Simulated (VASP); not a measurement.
Data:

```
Se
1.0
    2.29639    -3.97747     0.00000
    2.29639     3.97747     0.00000
    0.00000     0.00000     5.08574
Se
3
Direct
  0.00000   0.21728   0.66667
  0.78272   0.78272   0.00000
  0.21728   0.00000   0.33333
```

These are r2SCAN meta-GGA, VASP's PBE PAW potentials (set 64) (plane waves; VASP) values and carry that method's errors. Settings: 520 eV cut-off, 6×6×5 Γ-centred mesh, Gaussian smearing of 0.050 eV, potentials Se.

The ions and cell shape at fixed volume are relaxed. Which structure does the run end with?

```
Se
1.0
    2.32255    -4.02277     0.00000
    2.32255     4.02277     0.00000
    0.00000     0.00000     4.97185
Se
3
Direct
  0.00000   0.21039   0.66667
  0.78961   0.78961   0.00000
  0.21039   0.00000   0.33333
```
Space group P3_121 (152), at a tolerance of 0.03 Å.

How much energy does the relaxation gain?

The energy (σ→0) changes by -13.0 meV/atom, in 8 ionic steps.

The compound is Se in the trig structure. This cell is one point of a volume scan, at 1.06 of the reference volume. Symmetry was kept, so distortions that lower it aren't found.
